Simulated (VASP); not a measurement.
```
CELL_PARAMETERS angstrom
      2.76536     0.00000     0.00000
      0.00000     2.76536     0.00000
      0.00000     0.00000     3.80699
ATOMIC_POSITIONS crystal
  Fe 0.00000 0.00000 0.00000
  Pt 0.50000 0.50000 0.50000
```
Starting moments (μB, in the order of the record's atoms Fe Pt): 2.9 0.3.

These are TPSS meta-GGA, VASP's PBE PAW potentials (set 64) (plane waves; VASP) values and carry that method's errors. Run with 520 eV cut-off, 13×13×10 Γ-centred mesh, first-order Methfessel-Paxton smearing of 0.10 eV, potentials Fe Pt.

Unless said otherwise, spin-orbit coupling is left out, though it shifts the bands of the heavy elements here.

What does the run give for the cell moment, energy per atom (σ→0), pressure, band gap (on the k-mesh) with the smallest direct gap where there is one?

The band gap (on the k-mesh) comes out as none (metal, semimetal or under 0.01 eV). The cell moment is 3.39 μB and the energy per atom (σ→0) is -11.494 eV/atom. The pressure is -11.16 GPa.

Give the moment on each site (PAW-sphere projection).

```csv
site,moment (μB)
Fe1,3.04
Pt2,0.31
```

The absolute energy has meaning only against runs of the same code, potentials and settings.

The compound is FePt in the L1_0 structure. This cell is one point of a volume scan, at 1.06 of the reference volume.
